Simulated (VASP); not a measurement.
# Rb2CdSe2O6: structure and properties in VASP, part 4 of 5

Aim: relax Rb2CdSe2O6, then compute properties on the relaxed cell. The start is a cell from a database of measured crystal structures.

VASP 6.6.1; vdW-DF-cx; plane waves and PAW (Cd, Rb_sv, Se, O).

So far, gap on the k-mesh (eV): step 2 (relaxing cell and atoms (vdW-DF-cx)) 3.83; step 5 (density of states (vdW-DF-cx)) 3.83.

## (6) Core levels (vdW-DF-cx)

Core levels shift with the potential at each site, so they tell like atoms on unlike sites apart.

INCAR reads:

```
SYSTEM = Rb2CdSe2O6
PREC = Accurate
ENCUT = 520
EDIFF = 1E-06
NELM = 100
ISMEAR = 0
SIGMA = 0.05
LREAL = .FALSE.
ALGO = Normal
GGA = CX
AGGAC = 0
LUSE_VDW = .TRUE.
LASPH = .TRUE.
NBANDS = 50
LORBIT = 11
LWAVE = .FALSE.
LCHARG = .FALSE.
KPAR = 4
ICORELEVEL = 1
```

POSCAR reads:

```
Rb2CdSe2O6
1.0
    2.8862060036      1.6663518132      6.5341279690
   -2.8862060036      1.6663518132      6.5341279690
    0.0000000000     -3.3327036263      6.5341279690
Cd Rb Se O
1 2 2 6
Direct
    0.0000000000      0.0000000000      0.0000000000
    0.1974833440      0.1974833440      0.1974833440
    0.8025166560      0.8025166560      0.8025166560
    0.3732106854      0.3732106854      0.3732106854
    0.6267893146      0.6267893146      0.6267893146
    0.2549577843      0.2549577843      0.7228824993
    0.7228824993      0.2549577843      0.2549577843
    0.2549577843      0.7228824993      0.2549577843
    0.2771175007      0.7450422157      0.7450422157
    0.7450422157      0.7450422157      0.2771175007
    0.7450422157      0.2771175007      0.7450422157
```

KPOINTS reads:

```
Automatic mesh
0
Gamma
6 6 6
0 0 0
```

Potentials, in the order of the species: Cd, Rb_sv, Se and O (PBE family, release 64).

The run is started by

```sh
mpirun -np 4 vasp_std
```

Output:

```text
[... set-up lines as in an earlier step ...]
 entering main loop
       N       E                     dE             d eps       ncg     rms          rms(c)
DAV:   1     0.579640429073E+03    0.57964E+03   -0.40031E+04  3208   0.146E+03
DAV:   2     0.177762887718E+01   -0.57786E+03   -0.55773E+03  3874   0.333E+02
DAV:   3    -0.429643033960E+02   -0.44742E+02   -0.44332E+02  4022   0.966E+01
DAV:   4    -0.445155162996E+02   -0.15512E+01   -0.15468E+01  4808   0.140E+01
DAV:   5    -0.445524704211E+02   -0.36954E-01   -0.36942E-01  4222   0.192E+00    0.258E+01
DAV:   6    -0.336002964379E+02    0.10952E+02   -0.45407E+01  4016   0.455E+01    0.131E+01
DAV:   7    -0.337432611383E+02   -0.14296E+00   -0.55929E+00  3788   0.114E+01    0.737E+00
DAV:   8    -0.336584348813E+02    0.84826E-01   -0.10338E+00  3804   0.495E+00    0.220E+00
DAV:   9    -0.336152905156E+02    0.43144E-01   -0.14941E-01  3968   0.212E+00    0.530E-01
DAV:  10    -0.336183642028E+02   -0.30737E-02   -0.30727E-02  3894   0.874E-01    0.162E-01
DAV:  11    -0.336189067658E+02   -0.54256E-03   -0.13210E-03  4656   0.185E-01    0.805E-02
DAV:  12    -0.336192223969E+02   -0.31563E-03   -0.51924E-04  3776   0.121E-01    0.258E-02
DAV:  13    -0.336192492216E+02   -0.26825E-04   -0.79099E-05  4064   0.444E-02    0.990E-03
DAV:  14    -0.336192595775E+02   -0.10356E-04   -0.13614E-05  3792   0.179E-02    0.503E-03
DAV:  15    -0.336192608202E+02   -0.12427E-05   -0.16142E-06  3120   0.555E-03    0.246E-03
DAV:  16    -0.336192609587E+02   -0.13853E-06   -0.71312E-07  2584   0.408E-03
   1 F= -.33619261E+02 E0= -.33619261E+02  d E =-.107714E-15
```

Wall time 4.1 min (4 MPI ranks of AMD EPYC 9R45, shared host); peak memory 5.7 GiB.

From OUTCAR (step 6):

```text
   NELECT =      78.0000    total number of electrons

 the core state eigenenergies are
   1-  1s -26512.5915  2s  -3929.7111  2p  -3524.9653  3s   -726.6853  3p   -593.9738
       3d   -386.4098  4s    -99.0577  4p    -60.1501
   2-  1s -15023.3182  2s  -1999.5908  2p  -1771.5246  3s   -289.6392  3p   -216.5121
       3d    -95.6342
   3-  1s -15023.3182  2s  -1999.5908  2p  -1771.5246  3s   -289.6392  3p   -216.5121
       3d    -95.6342
   4-  1s -12497.8739  2s  -1601.1888  2p  -1407.5537  3s   -208.0648  3p   -147.5397
       3d    -47.7080
   5-  1s -12497.8739  2s  -1601.1888  2p  -1407.5537  3s   -208.0648  3p   -147.5397
       3d    -47.7080
   6-  1s   -503.6849
   7-  1s   -503.6849
   8-  1s   -503.6849
   9-  1s   -503.6849
  10-  1s   -503.6849
  11-  1s   -503.6849

 E-fermi :   0.6781

 k-point     3 :       0.3333    0.0000    0.0000
  band No.  band energies     occupation
    ...
     35      -0.0850      2.00000
     36      -0.0289      2.00000
     37      -0.0214      2.00000
     38       0.2574      2.00000
     39       0.3114      2.00000
     40       4.7667      0.00000
     41       4.9971      0.00000
     42       5.5359      0.00000
     43       6.2963      0.00000
     44       6.6091      0.00000
    ...

Total vdW correction in eV:     15.3495621

  Total        0.0038904      0.0038904      0.0232391      0.0000000      0.0000000      0.0000000
  in kB        0.0330579      0.0330579      0.1974682      0.0000000      0.0000000      0.0000000
  external PRESSURE =       0.0878614 kB  Pullay stress =       0.0000000 kB

 POSITION                                       TOTAL-FORCE (eV/Angst)
 -----------------------------------------------------------------------------------
      0.00000      0.00000      0.00000        -0.000000     -0.000000     -0.000000
      0.00000      0.00000      3.87114        -0.000000      0.000000      0.002828
      0.00000      0.00000     15.73124        -0.000000     -0.000000     -0.002828
      0.00000      0.00000      7.31582        -0.000000     -0.000000     -0.000815
      0.00000      0.00000     12.28656        -0.000000      0.000000      0.000815
      0.00000     -1.55945      8.05526        -0.000000     -0.007478     -0.001533
      1.35053      0.77973      8.05526         0.006476      0.003739     -0.001533
     -1.35053      0.77973      8.05526        -0.006476      0.003739     -0.001533
     -1.35053     -0.77973     11.54712        -0.006476     -0.003739      0.001533
      0.00000      1.55945     11.54712        -0.000000      0.007478      0.001533
      1.35053     -0.77973     11.54712         0.006476     -0.003739      0.001533
 -----------------------------------------------------------------------------------
    total drift:                                0.000000     -0.000000      0.000000

  FREE ENERGIE OF THE ION-ELECTRON SYSTEM (eV)
  ---------------------------------------------------
  free  energy   TOTEN  =       -33.6192609587 eV

  energy  without entropy=      -33.6192609587  energy(sigma->0) =      -33.61926096

Total vdW correction in eV:     15.3495750

[... 13 parts as in an earlier step ...]

[... 3 further parts left out ...]
```

These are scalar-relativistic Kohn-Sham levels of the ground state, with no core hole, so they are not binding energies.

Numbers from this step:

```yaml
scf_cycles: 16
bands: 50
irreducible_k_points: 32
fermi_energy: 0.6781 eV
pressure: 0.008786 GPa
valence_top_at_k: -0.3333, 0.3333, 0
gap_on_the_k_mesh: 3.829 eV
```

Kohn-Sham core levels. Core levels, by row:

| atom | shell | level below the valence-band top (eV) |
| --- | --- | --- |
| Cd1 | 1s | 26513 |
| Cd1 | 2s | 3930 |
| Cd1 | 2p | 3525 |
| Cd1 | 3s | 727.1 |
| Cd1 | 3p | 594.4 |
| Cd1 | 3d | 386.8 |
| Cd1 | 4s | 99.46 |
| Cd1 | 4p | 60.55 |
| Rb2 | 1s | 15024 |
| Rb2 | 2s | 2000 |
| Rb2 | 2p | 1772 |
| Rb2 | 3s | 290 |
| Rb2 | 3p | 216.9 |
| Rb2 | 3d | 96.04 |
| Rb3 | 1s | 15024 |
| Rb3 | 2s | 2000 |
| Rb3 | 2p | 1772 |
| Rb3 | 3s | 290 |
| Rb3 | 3p | 216.9 |
| Rb3 | 3d | 96.04 |
| Se4 | 1s | 12498 |
| Se4 | 2s | 1602 |
| Se4 | 2p | 1408 |
| Se4 | 3s | 208.5 |
| Se4 | 3p | 147.9 |
| Se4 | 3d | 48.11 |
| Se5 | 1s | 12498 |
| Se5 | 2s | 1602 |
| Se5 | 2p | 1408 |
| Se5 | 3s | 208.5 |
| Se5 | 3p | 147.9 |
| Se5 | 3d | 48.11 |
| O6 | 1s | 504.1 |
| O7 | 1s | 504.1 |
| O8 | 1s | 504.1 |
| O9 | 1s | 504.1 |
| O10 | 1s | 504.1 |
| O11 | 1s | 504.1 |

Atoms of one element give levels within 0.1 eV of each other.

## (7) Volume scan with vdW-DF-cx, volume scale 0.94

An equation of state needs energies on both sides of the minimum, all on one mesh and cutoff.

Edit INCAR of step 6 so:

```diff
@@ -18,2 +18,2 @@
 KPAR = 4
-ICORELEVEL = 1
+ISIF = 2
```

Edit POSCAR of step 6 so:

```diff
@@ -2,5 +2,5 @@
 1.0
-    2.8862060036      1.6663518132      6.5341279690
-   -2.8862060036      1.6663518132      6.5341279690
-    0.0000000000     -3.3327036263      6.5341279690
+    2.8272873080      1.6323350884      6.4007409910
+   -2.8272873080      1.6323350884      6.4007409910
+    0.0000000000     -3.2646701768      6.4007409910
 Cd Rb Se O
```

KPOINTS is that of step 6.

The run is started by

```sh
mpirun -np 4 vasp_std
```

Output:

```text
[... set-up lines as in an earlier step ...]
 entering main loop
       N       E                     dE             d eps       ncg     rms          rms(c)
DAV:   1     0.580093407895E+03    0.58009E+03   -0.40320E+04  3216   0.147E+03
DAV:   2     0.343983800633E+00   -0.57975E+03   -0.56049E+03  3864   0.339E+02
DAV:   3    -0.427859087122E+02   -0.43130E+02   -0.42769E+02  4032   0.963E+01
DAV:   4    -0.442925909100E+02   -0.15067E+01   -0.15030E+01  4848   0.139E+01
DAV:   5    -0.443303790399E+02   -0.37788E-01   -0.37776E-01  4190   0.194E+00    0.276E+01
DAV:   6    -0.333178927596E+02    0.11012E+02   -0.44270E+01  4024   0.455E+01    0.142E+01
DAV:   7    -0.335281996660E+02   -0.21031E+00   -0.53825E+00  3804   0.113E+01    0.788E+00
DAV:   8    -0.334441393923E+02    0.84060E-01   -0.96611E-01  3786   0.493E+00    0.225E+00
DAV:   9    -0.334010128815E+02    0.43127E-01   -0.15266E-01  3928   0.219E+00    0.534E-01
DAV:  10    -0.334038217322E+02   -0.28089E-02   -0.31157E-02  3908   0.919E-01    0.166E-01
DAV:  11    -0.334042022317E+02   -0.38050E-03   -0.11278E-03  4576   0.195E-01    0.806E-02
DAV:  12    -0.334044645913E+02   -0.26236E-03   -0.49844E-04  3716   0.118E-01    0.283E-02
DAV:  13    -0.334044789303E+02   -0.14339E-04   -0.66856E-05  4072   0.410E-02    0.109E-02
DAV:  14    -0.334044916424E+02   -0.12712E-04   -0.15488E-05  3766   0.180E-02    0.473E-03
DAV:  15    -0.334044932342E+02   -0.15919E-05   -0.16334E-06  3168   0.579E-03    0.268E-03
DAV:  16    -0.334044933663E+02   -0.13206E-06   -0.67388E-07  2544   0.430E-03
   1 F= -.33404493E+02 E0= -.33404493E+02  d E =-.458109E-13
```

It took 3.5 min on 4 MPI ranks; peak memory 5 GiB; 14 min of CPU time.

OUTCAR, selected parts (step 7):

```text
   ENCUT  =  520.0 eV  38.22 Ry    6.18 a.u.  13.36 13.36 13.36*2*pi/ulx,y,z

   NELECT =      78.0000    total number of electrons

 E-fermi :   1.0826

 k-point     1 :       0.0000    0.0000    0.0000
  band No.  band energies     occupation
    ...
     35       0.3992      2.00000
     36       0.4217      2.00000
     37       0.5998      2.00000
     38       0.6744      2.00000
     39       0.6744      2.00000
     40       5.0454      0.00000
     41       5.5589      0.00000
     42       5.5589      0.00000
     43       6.5712      0.00000
     44       6.7788      0.00000
    ...

Total vdW correction in eV:     14.9937308

  Total        7.5754739      7.5754739      5.2110526      0.0000000      0.0000000      0.0000000
  in kB       68.4793495     68.4793496     47.1058969      0.0000000      0.0000000      0.0000000
  external PRESSURE =      61.3548653 kB  Pullay stress =       0.0000000 kB

 POSITION                                       TOTAL-FORCE (eV/Angst)
 -----------------------------------------------------------------------------------
      0.00000      0.00000      0.00000         0.000000      0.000000     -0.000000
      0.00000      0.00000      3.79212         0.000000      0.000000     -0.002269
      0.00000      0.00000     15.41010         0.000000      0.000000      0.002269
      0.00000      0.00000      7.16647         0.000000      0.000000     -1.333007
      0.00000      0.00000     12.03575         0.000000      0.000000      1.333007
      0.00000     -1.52762      7.89082         0.000000     -0.766740      0.584095
      1.32296      0.76381      7.89082         0.664016      0.383370      0.584095
     -1.32296      0.76381      7.89082        -0.664016      0.383370      0.584095
     -1.32296     -0.76381     11.31140        -0.664016     -0.383370     -0.584095
      0.00000      1.52762     11.31140         0.000000      0.766740     -0.584095
      1.32296     -0.76381     11.31140         0.664016     -0.383370     -0.584095
 -----------------------------------------------------------------------------------
    total drift:                               -0.000000     -0.000000      0.000000

  FREE ENERGIE OF THE ION-ELECTRON SYSTEM (eV)
  ---------------------------------------------------
  free  energy   TOTEN  =       -33.4044933663 eV

  energy  without entropy=      -33.4044933663  energy(sigma->0) =      -33.40449337

Total vdW correction in eV:     14.9937432

[... 2 parts as in an earlier step ...]

[... 14 further parts left out ...]
```

The scan keeps the cell's shape and the fractional positions fixed.

This step gave:

- free energy (TOTEN): -33.40 eV
- Fermi energy: 1.083 eV
- pressure: 6.135 GPa
- gap on the k-mesh: 4.209 eV
- least direct gap on the k-mesh: 4.371 eV

Force by atom:

| atom | x (eV/Å) | y (eV/Å) | z (eV/Å) | size |
| --- | --- | --- | --- | --- |
| Cd1 | 0.00 | 0.00 | 0.00 | 0.00 |
| Rb2 | 0.00 | 0.00 | 0.00 | 0.00 |
| Rb3 | 0.00 | 0.00 | 0.00 | 0.00 |
| Se4 | 0.00 | 0.00 | -1.33 | 1.33 |
| Se5 | 0.00 | 0.00 | 1.33 | 1.33 |
| O6 | 0.00 | -0.77 | 0.58 | 0.96 |
| O7 | 0.66 | 0.38 | 0.58 | 0.96 |
| O8 | -0.66 | 0.38 | 0.58 | 0.96 |
| O9 | -0.66 | -0.38 | -0.58 | 0.96 |
| O10 | 0.00 | 0.77 | -0.58 | 0.96 |
| O11 | 0.66 | -0.38 | -0.58 | 0.96 |

The pressure here is 6.14 GPa.

## (8) Volume scan with vdW-DF-cx, volume scale 0.96

INCAR is that of step 7.

Edit POSCAR of step 7 so:

```diff
@@ -2,5 +2,5 @@
 1.0
-    2.8272873080      1.6323350884      6.4007409910
-   -2.8272873080      1.6323350884      6.4007409910
-    0.0000000000     -3.2646701768      6.4007409910
+    2.8471984380      1.6438307847      6.4458181169
+   -2.8471984380      1.6438307847      6.4458181169
+    0.0000000000     -3.2876615693      6.4458181169
 Cd Rb Se O
```

KPOINTS is that of step 7.

The run is started by

```sh
mpirun -np 4 vasp_std
```

Output:

```text
[... set-up lines as in an earlier step ...]
 entering main loop
       N       E                     dE             d eps       ncg     rms          rms(c)
DAV:   1     0.579196847202E+03    0.57920E+03   -0.40202E+04  3224   0.147E+03
DAV:   2     0.884994995851E+00   -0.57831E+03   -0.55820E+03  3884   0.336E+02
DAV:   3    -0.428899402446E+02   -0.43775E+02   -0.43416E+02  4072   0.964E+01
DAV:   4    -0.444105577287E+02   -0.15206E+01   -0.15169E+01  4856   0.138E+01
DAV:   5    -0.444460886050E+02   -0.35531E-01   -0.35521E-01  4158   0.184E+00    0.269E+01
DAV:   6    -0.334605130693E+02    0.10986E+02   -0.44661E+01  4038   0.455E+01    0.138E+01
DAV:   7    -0.336487396873E+02   -0.18823E+00   -0.54243E+00  3778   0.113E+01    0.770E+00
DAV:   8    -0.335646902010E+02    0.84049E-01   -0.98954E-01  3780   0.494E+00    0.224E+00
DAV:   9    -0.335214816082E+02    0.43209E-01   -0.15101E-01  3920   0.216E+00    0.536E-01
DAV:  10    -0.335243397033E+02   -0.28581E-02   -0.31183E-02  3886   0.904E-01    0.164E-01
DAV:  11    -0.335247695983E+02   -0.42990E-03   -0.11790E-03  4616   0.190E-01    0.800E-02
DAV:  12    -0.335250506212E+02   -0.28102E-03   -0.50234E-04  3694   0.119E-01    0.272E-02
DAV:  13    -0.335250684093E+02   -0.17788E-04   -0.70037E-05  4072   0.419E-02    0.104E-02
DAV:  14    -0.335250809739E+02   -0.12565E-04   -0.15281E-05  3784   0.182E-02    0.485E-03
DAV:  15    -0.335250824917E+02   -0.15178E-05   -0.16252E-06  3200   0.558E-03    0.260E-03
DAV:  16    -0.335250826022E+02   -0.11048E-06   -0.71484E-07  2560   0.439E-03
   1 F= -.33525083E+02 E0= -.33525083E+02  d E =-.813627E-17
```

The job ended after 3.5 min (4 MPI ranks; peak memory 5.3 GiB; 14 min of CPU time).

OUTCAR, selected parts (step 8):

```text
   ENCUT  =  520.0 eV  38.22 Ry    6.18 a.u.  13.45 13.45 13.45*2*pi/ulx,y,z

   NELECT =      78.0000    total number of electrons

 E-fermi :   0.9715

 k-point     1 :       0.0000    0.0000    0.0000
  band No.  band energies     occupation
    ...
     35       0.2670      2.00000
     36       0.3138      2.00000
     37       0.4853      2.00000
     38       0.5194      2.00000
     39       0.5194      2.00000
     40       4.7632      0.00000
     41       5.3654      0.00000
     42       5.3654      0.00000
     43       6.2490      0.00000
     44       6.5493      0.00000
    ...

Total vdW correction in eV:     15.1157327

  Total        4.8667427      4.8667427      3.3424001      0.0000000      0.0000000      0.0000000
  in kB       43.0769384     43.0769384     29.5845438      0.0000000      0.0000000      0.0000000
  external PRESSURE =      38.5794736 kB  Pullay stress =       0.0000000 kB

 POSITION                                       TOTAL-FORCE (eV/Angst)
 -----------------------------------------------------------------------------------
      0.00000      0.00000      0.00000         0.000000      0.000000      0.000000
      0.00000      0.00000      3.81883         0.000000     -0.000000     -0.000484
      0.00000      0.00000     15.51863         0.000000      0.000000      0.000484
      0.00000      0.00000      7.21694         0.000000     -0.000000     -0.855456
      0.00000      0.00000     12.12051         0.000000      0.000000      0.855456
      0.00000     -1.53838      7.94639         0.000000     -0.493973      0.373086
      1.33227      0.76919      7.94639         0.427794      0.246987      0.373086
     -1.33227      0.76919      7.94639        -0.427794      0.246987      0.373086
     -1.33227     -0.76919     11.39106        -0.427794     -0.246987     -0.373086
      0.00000      1.53838     11.39106         0.000000      0.493973     -0.373086
      1.33227     -0.76919     11.39106         0.427794     -0.246987     -0.373086
 -----------------------------------------------------------------------------------
    total drift:                               -0.000000     -0.000000      0.000000

  FREE ENERGIE OF THE ION-ELECTRON SYSTEM (eV)
  ---------------------------------------------------
  free  energy   TOTEN  =       -33.5250826022 eV

  energy  without entropy=      -33.5250826022  energy(sigma->0) =      -33.52508260

Total vdW correction in eV:     15.1157465

[... 3 parts as in an earlier step ...]

[... 13 further parts left out ...]
```

This step gave:

* free energy (TOTEN): -33.53 eV
* Fermi energy: 0.9715 eV
* pressure: 3.858 GPa
* gap on the k-mesh: 4.078 eV
* least direct gap on the k-mesh: 4.244 eV

Force by atom:

| atom | x (eV/Å) | y (eV/Å) | z (eV/Å) | size |
| --- | --- | --- | --- | --- |
| Cd1 | 0.000 | 0.000 | 0.000 | 0.000 |
| Rb2 | 0.000 | 0.000 | 0.000 | 0.000 |
| Rb3 | 0.000 | 0.000 | 0.000 | 0.000 |
| Se4 | 0.000 | 0.000 | -0.855 | 0.855 |
| Se5 | 0.000 | 0.000 | 0.855 | 0.855 |
| O6 | 0.000 | -0.494 | 0.373 | 0.619 |
| O7 | 0.428 | 0.247 | 0.373 | 0.619 |
| O8 | -0.428 | 0.247 | 0.373 | 0.619 |
| O9 | -0.428 | -0.247 | -0.373 | 0.619 |
| O10 | 0.000 | 0.494 | -0.373 | 0.619 |
| O11 | 0.428 | -0.247 | -0.373 | 0.619 |

The pressure falls from 6.14 to 3.86 GPa.

The run ends at a pressure of 3.86 GPa, with forces up to 0.86 eV/Å.

(Part 4 of 5 ends here.)

[Lines on the potential files, build, host, timing and source positions are cut from VASP's logs without a mark.]

[Logs are printed without paths, hosts, clocks, repeated set-up lines and the standing remarks that a program may print on its own settings, such as how far it seeks lower states.]

[Hosts, paths, dates, database ids (printed as entryN), source tags and the programs' standing remarks are cut or masked in the printed files.]

[A measured line is paired with the nearest computed mode of its activity, which favours agreement.]

[In band tables of VASP the shares of atoms and orbitals are scaled to a sum of 1 inside the atoms' spheres.]
